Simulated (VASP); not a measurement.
Output of a VASP run:

File OSZICAR:
```
       N       E                     dE             d eps       ncg     rms          rms(c)
DAV:   1     0.540342595296E+03    0.54034E+03   -0.27377E+04  3672   0.143E+03
DAV:   2     0.432705918032E+01   -0.53602E+03   -0.52413E+03  4036   0.458E+02
DAV:   3    -0.478314200662E+02   -0.52158E+02   -0.51112E+02  5488   0.110E+02
DAV:   4    -0.524621544172E+02   -0.46307E+01   -0.45288E+01  5648   0.283E+01
DAV:   5    -0.528395133639E+02   -0.37736E+00   -0.37111E+00  5244   0.643E+00    0.267E+01
DAV:   6    -0.494714271550E+02    0.33681E+01   -0.38375E+01  4928   0.238E+01    0.145E+01
DAV:   7    -0.487876042726E+02    0.68382E+00   -0.71640E+00  4524   0.100E+01    0.728E+00
DAV:   8    -0.487758956415E+02    0.11709E-01   -0.61810E-01  4888   0.460E+00    0.120E+00
DAV:   9    -0.487811756377E+02   -0.52800E-02   -0.21294E-01  4920   0.228E+00    0.929E-01
DAV:  10    -0.487750596967E+02    0.61159E-02   -0.74842E-02  4708   0.131E+00    0.524E-01
DAV:  11    -0.487763452864E+02   -0.12856E-02   -0.14755E-02  4992   0.790E-01    0.174E-01
DAV:  12    -0.487761186063E+02    0.22668E-03   -0.41598E-03  4720   0.414E-01    0.775E-02
DAV:  13    -0.487763024560E+02   -0.18385E-03   -0.77245E-04  4840   0.116E-01    0.826E-02
DAV:  14    -0.487764018624E+02   -0.99406E-04   -0.83566E-05  5560   0.300E-02    0.894E-02
DAV:  15    -0.487760114347E+02    0.39043E-03   -0.16168E-03  5024   0.102E-01    0.577E-02
DAV:  16    -0.487759243404E+02    0.87094E-04   -0.14646E-03  4944   0.797E-02    0.207E-02
DAV:  17    -0.487759307804E+02   -0.64400E-05   -0.26623E-05  5280   0.286E-02    0.813E-03
DAV:  18    -0.487759318225E+02   -0.10421E-05   -0.83515E-06  3936   0.963E-03    0.713E-03
DAV:  19    -0.487759337517E+02   -0.19292E-05   -0.49987E-06  2784   0.631E-03    0.897E-03
DAV:  20    -0.487759300763E+02    0.36754E-05   -0.23893E-05  3432   0.111E-02    0.499E-03
DAV:  21    -0.487759292094E+02    0.86686E-06   -0.14138E-05  3456   0.765E-03    0.180E-03
DAV:  22    -0.487759291692E+02    0.40218E-07   -0.12743E-06  2216   0.343E-03
   1 F= -.48775929E+02 E0= -.48768561E+02  d E =-.147357E-01  mag=     0.0000     0.0001    -0.0000
```

**OUTCAR**
```
------------------------ aborting loop because EDIFF is reached ----------------------------------------
  FORCE on cell =-STRESS in cart. coord.  units (eV):
  Direction    XX          YY          ZZ          XY          YZ          ZX
  --------------------------------------------------------------------------------------
  Total       -5.3481402     -4.6897627     -6.5983100      0.1863328     -0.0517801     -0.0052289
  in kB      -89.4295817    -78.4204424   -110.3344495      3.1157871     -0.8658472     -0.0874362
  external PRESSURE =     -92.7281578 kB  Pullay stress =       0.0000000 kB
  volume of cell :       95.81
      direct lattice vectors                 reciprocal lattice vectors
     4.486311000  0.000000000  0.000000000     0.222900285  0.128691521  0.000000000
    -2.243155000  3.885259000  0.000000000     0.000000000  0.257383099  0.000000000
     0.000000000  0.000000000  5.496963000     0.000000000  0.000000000  0.181918634
 POSITION                                       TOTAL-FORCE (eV/Angst)
 -----------------------------------------------------------------------------------
     -0.00153      2.60074      1.41193        -0.027684     -0.029753      0.181011
      2.25745      1.30995      4.13334        -0.022439      0.139527      0.027040
      4.45327      0.01128      5.48507         0.213389     -0.167064      0.041020
      0.00642      0.00765      2.74567         0.028264     -0.152688     -0.169153
      0.01143      2.54862      4.09497        -0.110193      0.052437     -0.130676
      2.24557      1.29228      1.36839        -0.081337      0.157541      0.050759
 -----------------------------------------------------------------------------------
    total drift:                                0.000043      0.000174     -0.000229
  FREE ENERGIE OF THE ION-ELECTRON SYSTEM (eV)
  ---------------------------------------------------
  free  energy   TOTEN  =       -48.7759291692 eV

  energy  without entropy=      -48.7611934784  energy(sigma->0) =      -48.76856132

 total charge

# of ion       s       p       d       tot
------------------------------------------
    1        1.273   2.151   0.000   3.424
    2        1.273   2.151   0.000   3.424
    3        2.206   5.913   2.087  10.206
    4        2.201   5.913   2.103  10.217
    5        2.165   5.960   1.769   9.894
    6        2.164   5.960   1.762   9.886
--------------------------------------------------
tot         11.281  28.048   7.722  47.051

 magnetization (x)

# of ion       s       p       d       tot
------------------------------------------
    1        0.000  -0.000   0.000  -0.000
    2        0.000   0.000   0.000   0.000
    3        0.000   0.000   0.000   0.000
    4        0.000   0.000   0.000   0.000
    5        0.000   0.000   0.000   0.000
    6        0.000  -0.000  -0.000  -0.000
--------------------------------------------------
tot          0.000   0.000   0.000   0.000

 magnetization (y)

# of ion       s       p       d       tot
------------------------------------------
    1        0.000   0.000   0.000   0.000
    2        0.000   0.000   0.000   0.000
    3        0.000   0.000   0.000   0.000
    4        0.000   0.000   0.000   0.000
    5        0.000   0.000   0.000   0.000
    6        0.000  -0.000   0.000   0.000
--------------------------------------------------
tot          0.000   0.000   0.000   0.000

 magnetization (z)

# of ion       s       p       d       tot
...
```
(Selected blocks of OUTCAR.)

POSCAR:
```
Zr2N
1
    4.4863110000     0.0000000000     0.0000000000
   -2.2431550000     3.8852590000     0.0000000000
    0.0000000000     0.0000000000     5.4969630000
N Zr
2 4
Direct
  0.3343510000   0.6693860000   0.2568560000
  0.6717650000   0.3371590000   0.7519320000
 -0.0059120000   0.0029040000  -0.0021640000
  0.0024170000   0.0019700000   0.4994880000
  0.3305340000   0.6559710000   0.7449510000
  0.6668440000   0.3326110000   0.2489360000
```

### Question
Write an INCAR and KPOINTS that could have produced this output.

### Answer
This is not unique; one that fits is the input of the run itself, PBE GGA with spin-orbit coupling, plane waves, VASP's PBE PAW potentials (set 64).

**KPOINTS**
```
Automatic mesh
0
Gamma
3 3 3
0 0 0
```

### INCAR
```
SYSTEM = Zr2N
PREC = Accurate
ENCUT = 400
EDIFF = 1E-6
NELM = 100
ALGO = Normal
LREAL = .FALSE.
LASPH = .TRUE.
ISMEAR = 0
SIGMA = 0.05
GGA = PE
LMAXMIX = 4
LWAVE = .FALSE.
LCHARG = .FALSE.
ISIF = 2
LSORBIT = .TRUE.
LNONCOLLINEAR = .TRUE.
MAGMOM = 0.0 0.0 0.0 0.0 0.0 0.0 0.0 0.0 0.0 0.0 0.0 0.0 0.0 0.0 0.0 0.0 0.0 0.0
GGA_COMPAT = .FALSE.
LORBIT = 11
```

POTCAR, in this order: N Zr_sv (PBE.64 set). Program: vasp_ncl.

At this cut-off the stress carries a Pulay error, which pulls relaxed volumes low.

The structure was generated: Zr2N was put into an ordered model structure, which need not be its known phase. The cell was not relaxed at this level, atoms are displaced from their ideal sites. The k-mesh is coarse (spacing up to 0.54 per Å, 2π included), so the numbers may not be converged in it. The run is one of a series of settings (GGA_COMPAT = .FALSE., LNONCOLLINEAR = .TRUE., LSORBIT = .TRUE., MAGMOM = 0.0 0.0 0.0 0.0 0.0 0.0 0.0 0.0 0.0 0.0 0.0 0.0 0.0 0.0 0.0 0.0 0.0 0.0, program vasp_ncl against the base run), some of them coarse on purpose.
